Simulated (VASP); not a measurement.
Ga2SnO:

```xyz
4
Lattice="3.1051 0.0000 0.0000 0.0000 3.1051 0.0000 0.0000 0.0000 7.9684" Properties=species:S:1:pos:R:3 pbc="T T T"
Ga    1.5526    0.0000    5.3364
Ga    0.0000    1.5526    2.6320
Sn    0.0000    0.0000    0.0000
O     1.5526    1.5526    3.9842
```

The cell was built by a generator and needn't be a form met in nature.

```yaml
Program: VASP 6.6.1
Task: relaxation of cell and atoms
Functional: PBE
Potentials_or_basis: VASP PAW PBE potentials, release 64 (Ga_d, Sn_d, O)
Cutoff: 520 eV
k_mesh: 10 × 10 × 6
Occupations: gaussian, width 0.1 eV
Spin: no spin polarisation
```

At the start: pressure 1.6 GPa; volume 19.21 Å³/atom.

Problem. How do energy, volume and symmetry change on relaxing?

Solution. Over 7 steps the energy falls by 7.8 meV/atom and the volume is 19.58 Å³/atom (+2.0 %); space group P-4m2 (No. 115, to 0.05 Å).

The path:
```
step  energy change (eV)  largest force (eV/Å)  pressure (GPa)  volume (Å³)
   1              0.0000                0.0013            1.63        76.83
   2             -0.0217                0.0821            0.31        78.14
   3             -0.0261                0.1436           -0.62        79.13
   4             -0.0261                0.1394           -0.55        79.07
   5             -0.0297                0.0755           -0.31        78.73
   6             -0.0311                0.0115           -0.06        78.39
   7             -0.0312                0.0005           -0.02        78.33
```

Final structure:
```cif
data_structure
_symmetry_space_group_name_H-M 'P 1'
_symmetry_Int_Tables_number 1
_cell_length_a 3.0871
_cell_length_b 3.0871
_cell_length_c 8.2192
_cell_angle_alpha 90.000
_cell_angle_beta 90.000
_cell_angle_gamma 90.000
_cell_volume 78.33
loop_
_atom_site_label
_atom_site_type_symbol
_atom_site_fract_x
_atom_site_fract_y
_atom_site_fract_z
_atom_site_occupancy
Ga1 Ga 0.50000 0.00000 0.66849 1
Ga2 Ga 0.00000 0.50000 0.33151 1
Sn1 Sn 0.00000 0.00000 0.00000 1
O1 O 0.50000 0.50000 0.50000 1
```
